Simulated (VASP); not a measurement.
Here is the system:

```
CELL_PARAMETERS angstrom
      1.96536    -3.40411     0.00000
      1.96536     3.40411     0.00000
      0.00000     0.00000     6.99895
ATOMIC_POSITIONS crystal
  Sn 0.00000 0.00000 0.00000
  Se 0.33333 0.66667 0.23132
  Se 0.66667 0.33333 0.76868
```

Level of theory: PBE GGA, VASP's PBE PAW potentials (set 64) (plane waves; VASP). Settings: 480 eV cut-off, 6×6×4 Γ-centred mesh, Gaussian smearing of 0.050 eV, potentials Sn_d Se.

Without a dispersion term in the relaxation, distances and binding between the weakly bound layers, chains or molecules are unreliable, and so is what depends on them.

Estimate the energy per atom (σ→0), pressure, largest force.

| Quantity | Result |
|---|---|
| energy per atom (σ→0) | -380.7 kJ/mol of atoms |
| pressure | -20.5 kbar |
| largest force | 0.352 eV/Å |

Total energies compare only between runs with the same potentials, cut-off and functional.

The compound is SnSe2 in the 1T layered structure. This cell was strained or had an atom moved on purpose.
